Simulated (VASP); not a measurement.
All values below come from PBEsol GGA, VASP's PBE PAW potentials (set 64) (plane waves; VASP).

A VASP calculation is set up with these files.

POSCAR:
```
Sb
1
    2.1635545336    -6.0105578479     0.0000000000
    2.1635545336     6.0105578479    -0.0000000000
    0.0000000000     0.0000000000     4.5701399058
Sb
4
Direct
  0.3809968752   0.6190031248   0.5361310696
  0.6190031248   0.3809968752   0.4638689304
  0.8809968752   0.1190031248   0.9638689304
  0.1190031248   0.8809968752   0.0361310696
```

KPOINTS:
```
Automatic mesh
0
gamma
9 9 8
0 0 0
```

### INCAR
```
ALGO = Normal
EDIFF = 1E-7
ENCUT = 400
GGA = PS
ISIF = 2
ISMEAR = -5
LASPH = .True.
LCHARG = .True.
LEFG = .True.
LMAXMIX = 4
LORBIT = 11
LREAL = .False.
LWAVE = .False.
NEDOS = 601
NELM = 100
PREC = Accurate
SYSTEM = Sb
```

POTCAR, in this order: Sb (PBE.64 set). Program: vasp_std.

The resulting files:

### OSZICAR
```
       N       E                     dE             d eps       ncg     rms          rms(c)
DAV:   1     0.759974932428E+02    0.75997E+02   -0.58597E+03  3500   0.911E+02
DAV:   2    -0.129399018227E+02   -0.88937E+02   -0.87232E+02  4462   0.161E+02
DAV:   3    -0.180008740335E+02   -0.50610E+01   -0.50044E+01  4452   0.425E+01
DAV:   4    -0.180600891034E+02   -0.59215E-01   -0.59185E-01  4228   0.534E+00
DAV:   5    -0.180610156497E+02   -0.92655E-03   -0.92677E-03  4526   0.699E-01    0.409E+00
DAV:   6    -0.180353944997E+02    0.25621E-01   -0.65246E-03  4156   0.522E-01    0.245E+00
DAV:   7    -0.180193737539E+02    0.16021E-01   -0.14931E-02  3992   0.791E-01    0.706E-02
DAV:   8    -0.180194292576E+02   -0.55504E-04   -0.46783E-04  4506   0.153E-01    0.333E-02
DAV:   9    -0.180194506538E+02   -0.21396E-04   -0.46922E-05  4286   0.436E-02    0.102E-02
DAV:  10    -0.180194459569E+02    0.46969E-05   -0.45233E-06  4190   0.125E-02    0.213E-03
DAV:  11    -0.180194457045E+02    0.25235E-06   -0.43996E-07  4442   0.432E-03    0.630E-04
DAV:  12    -0.180194456033E+02    0.10123E-06   -0.32573E-08  2560   0.116E-03    0.166E-04
DAV:  13    -0.180194455123E+02    0.91028E-07   -0.62279E-09  2290   0.569E-04
   1 F= -.18019446E+02 E0= -.18019446E+02  d E =0.000000E+00
```

OUTCAR:
```
------------------------ aborting loop because EDIFF is reached ----------------------------------------
  FORCE on cell =-STRESS in cart. coord.  units (eV):
  Direction    XX          YY          ZZ          XY          YZ          ZX
  --------------------------------------------------------------------------------------
  Total        0.1623153     -0.2964551      0.1591154      0.0000000      0.0000000      0.0000000
  in kB        2.1879024     -3.9960176      2.1447697      0.0000000      0.0000000      0.0000000
  external PRESSURE =       0.1122182 kB  Pullay stress =       0.0000000 kB
  volume of cell :      118.86
      direct lattice vectors                 reciprocal lattice vectors
     2.163554534 -6.010557848  0.000000000     0.231101177 -0.083186954  0.000000000
     2.163554534  6.010557848  0.000000000     0.231101177  0.083186954  0.000000000
     0.000000000  0.000000000  4.570139906     0.000000000  0.000000000  0.218811682
 POSITION                                       TOTAL-FORCE (eV/Angst)
 -----------------------------------------------------------------------------------
      2.16355      1.43055      2.45019         0.000000     -0.024197      0.010042
      2.16355     -1.43055      2.11995         0.000000      0.024197     -0.010042
      2.16355     -4.58001      4.40502         0.000000     -0.024197     -0.010042
      2.16355      4.58001      0.16512         0.000000      0.024197      0.010042
 -----------------------------------------------------------------------------------
    total drift:                               -0.000000     -0.000000      0.000000
  FREE ENERGIE OF THE ION-ELECTRON SYSTEM (eV)
  ---------------------------------------------------
  free  energy   TOTEN  =       -18.0194455123 eV

  energy  without entropy=      -18.0194455123  energy(sigma->0) =      -18.01944551

 total charge

# of ion       s       p       d       tot
------------------------------------------
    1        1.216   1.144   0.034   2.395
    2        1.216   1.144   0.034   2.395
    3        1.216   1.144   0.034   2.395
    4        1.216   1.144   0.034   2.395
--------------------------------------------------
tot          4.864   4.578   0.137   9.578

 Electric field gradients after diagonalization (V/A^2)
 (convention: |V_zz| > |V_xx| > |V_yy|)
----------------------------------------------------------------------
 ion       V_xx      V_yy      V_zz     asymmetry (V_yy - V_xx)/ V_zz
----------------------------------------------------------------------
   1      42.516    38.699   -81.215       0.047
   2      42.516    38.699   -81.215       0.047
   3      42.516    38.699   -81.215       0.047
   4      42.516    38.699   -81.215       0.047
```
(Selected blocks of OUTCAR.)

**OUTCAR**
```
 val. band max:        6.8263436681   @ k =  -0.1111   0.1111   0.3750

 cond. band min:       6.7956335247   @ k =   0.4444   0.3333   0.0000


 Fermi energy:         6.8285224538

 k-point     1 :       0.0000    0.0000    0.0000
  band No.  band energies     occupation
      1      -5.4814      2.00000
      2      -2.8613      2.00000
      3      -0.4083      2.00000
      4       1.6233      2.00000
      5       1.9159      2.00000
      6       3.3673      2.00000
      7       4.1524      2.00000
      8       4.6744      2.00000
      9       5.4759      2.00000
     10       6.4603      2.00000
     11       9.1316      0.00000
     12       9.5129      0.00000
     13       9.8940      0.00000
     14      10.5525      0.00000

 k-point     2 :       0.1111   -0.0000    0.0000
  band No.  band energies     occupation
      1      -5.3773      2.00000
      2      -2.8042      2.00000
      3      -0.6308      2.00000
      4       1.4005      2.00000
      5       1.7730      2.00000
      6       3.4865      2.00000
      7       4.1153      2.00000
      8       5.0835      2.00000
      9       5.5480      2.00000
     10       6.5381      2.00000
     11       9.4005      0.00000
     12       9.6194      0.00000
     13       9.7878      0.00000
     14      10.0280      0.00000

 k-point     3 :       0.2222   -0.0000    0.0000
  band No.  band energies     occupation
      1      -5.0671      2.00000
      2      -2.6276      2.00000
      3      -1.2468      2.00000
      4       0.4375      2.00000
      5       2.2109      2.00000
      6       3.8378      2.00000
      7       4.2064      2.00000
      8       5.5747      2.00000
      9       5.7544      2.00000
     10       6.6600      2.00000
     11       8.7565      0.00000
     12       8.8787      0.00000
     13       9.5417      0.00000
     14       9.6462      0.00000

 k-point     4 :       0.3333    0.0000    0.0000
  band No.  band energies     occupation
...
```

Without a dispersion term in the relaxation, distances and binding between the weakly bound layers, chains or molecules are unreliable, and so is what depends on them. For a metal the tetrahedron method with Blöchl corrections gives inexact stress and forces. Unless said otherwise, spin-orbit coupling is left out, though it shifts the bands of the heavy elements here.

The structure was generated: Sb was put into the black-P type (Cmce), which need not be its known phase. It was relaxed first, which changed the volume by -20 %.
